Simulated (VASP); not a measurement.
Crystal: Cd3F.

```
Cd F
1.0
     3.44284    0.00000    0.00000
     0.00000    3.44284    0.00000
     0.00000    0.00000    8.97603
Cd F
3 1
Direct
  0.50000 0.50000 0.76422
  0.00000 0.00000 0.50000
  0.50000 0.50000 0.23578
  0.00000 0.00000 0.00000
```

The cell was built by a generator and needn't be a form met in nature.

```yaml
Program: VASP 6.6.1
Task: relaxation of cell and atoms
Functional: PBE
Potentials_or_basis: VASP PAW PBE potentials, release 64 (Cd, F)
Cutoff: 600 eV
k_mesh: 8 × 8 × 3
Occupations: gaussian, width 0.05 eV
Spin: no spin polarisation
```

At the start: pressure -6.3 GPa; volume 26.60 Å³/atom.

Where does the relaxation end?

Over 11 steps the energy falls by 234.9 meV/atom and the volume is 19.54 Å³/atom (-26.5 %); space group P4/mmm (No. 123, to 0.05 Å).

Step by step:
```
step  energy change (eV)  largest force (eV/Å)  pressure (GPa)  volume (Å³)
   1              0.0000                0.5003           -6.30       106.39
   2             -0.6057                0.4865           -4.99        91.08
   3             -0.8728                0.5536           -0.11        78.60
   4             -0.8741                0.5551            0.59        77.46
   5             -0.8742                0.5553            0.25        77.98
   6             -0.9062                0.3863            0.15        78.03
   7             -0.9394                0.0029            0.04        78.17
   8             -0.9395                0.0081            0.04        78.17
   9             -0.9396                0.0055           -0.02        78.25
  10             -0.9396                0.0043           -0.06        78.31
  11             -0.9396                0.0010           -0.01        78.18
```

Final structure:
```cif
data_structure
_symmetry_space_group_name_H-M 'P 1'
_symmetry_Int_Tables_number 1
_cell_length_a 3.1770
_cell_length_b 3.1770
_cell_length_c 7.7457
_cell_angle_alpha 90.000
_cell_angle_beta 90.000
_cell_angle_gamma 90.000
_cell_volume 78.18
loop_
_atom_site_label
_atom_site_type_symbol
_atom_site_fract_x
_atom_site_fract_y
_atom_site_fract_z
_atom_site_occupancy
Cd1 Cd 0.50000 0.50000 0.78451 1
Cd2 Cd 0.00000 0.00000 0.50000 1
Cd3 Cd 0.50000 0.50000 0.21549 1
F1 F 0.00000 0.00000 0.00000 1
```

Caveat: the volume moved by over 15 % at a fixed basis, so the end points are rough; an odd number of electrons without spin polarisation forces a metal; a magnetic or distorted state may lie lower.
